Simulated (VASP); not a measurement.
An input for Ansatz (written as the equivalent of a VASP run, and not itself run):

Ansatz 0.2 input:
```yaml
crystal:
  lattice:
    - [-3.3710390, 3.3710390, 2.7124590]
    - [3.3710390, -3.3710390, 2.7124590]
    - [3.3710390, 3.3710390, -2.7124590]
  atoms:
    - { symbol: B, position: [0.1580000, 0.6580000, 0.8160000] }
    - { symbol: B, position: [0.3420000, 0.1580000, 0.5000000] }
    - { symbol: B, position: [0.6580000, 0.8420000, 0.5000000] }
    - { symbol: B, position: [0.8420000, 0.3420000, 0.1840000] }
    - { symbol: Au, position: [0.7500000, 0.7500000, 0.0000000] }
    - { symbol: Au, position: [0.2500000, 0.2500000, 0.0000000] }
kpoints:
  mp_grid: { grid: [5, 5, 5] }
hamiltonian:
  xc: pbe
  pseudopotentials: { kind: paw }
scf:
  occupations: { method: fermi_dirac, width: 0.1 }
  max_iter: 100
output: { forces: true, stress: true, eigenvalues: true }
```

Task: Write the VASP files for the same calculation (PBE).

Result: Several could match; the one computed here: 
**INCAR**
```
! general
SYSTEM =B2Au
PREC   =Accurate
ENCUT  =400
LREAL  =.FALSE.
LASPH  =.TRUE.

! electronic loop
EDIFF  =1E-6
NELM   =100
ALGO   =Normal
LMAXMIX=6

! smearing
ISMEAR =-1
SIGMA  =0.1

! functional
GGA    =PE

! ions
ISIF   =2

! output
LWAVE  =.FALSE.
LCHARG =.FALSE.
```

**POSCAR**
```
B2Au
1
   -3.3710390000     3.3710390000     2.7124590000
    3.3710390000    -3.3710390000     2.7124590000
    3.3710390000     3.3710390000    -2.7124590000
B Au
4 2
Direct
  0.1580000000   0.6580000000   0.8160000000
  0.3420000000   0.1580000000   0.5000000000
  0.6580000000   0.8420000000   0.5000000000
  0.8420000000   0.3420000000   0.1840000000
  0.7500000000   0.7500000000   0.0000000000
  0.2500000000   0.2500000000   0.0000000000
```

**KPOINTS**
```
K-points
0
gamma
5 5 5
```

POTCAR, in this order: B Au (PBE.64 set). Program: vasp_std.

Limits of the translation: each code has its own PAW files, so the cut-off isn't converted (ENCUT is set for VASP's; basis.ecutwfc is left out, and Ansatz then takes the one that its files recommend); Ansatz stops its SCF on the density residual and VASP on the energy change (EDIFF).

The structure was generated: B2Au was put into an ordered model structure, which need not be its known phase. The cell was not relaxed at this level, and its volume differs by -5.9 % from the start's.
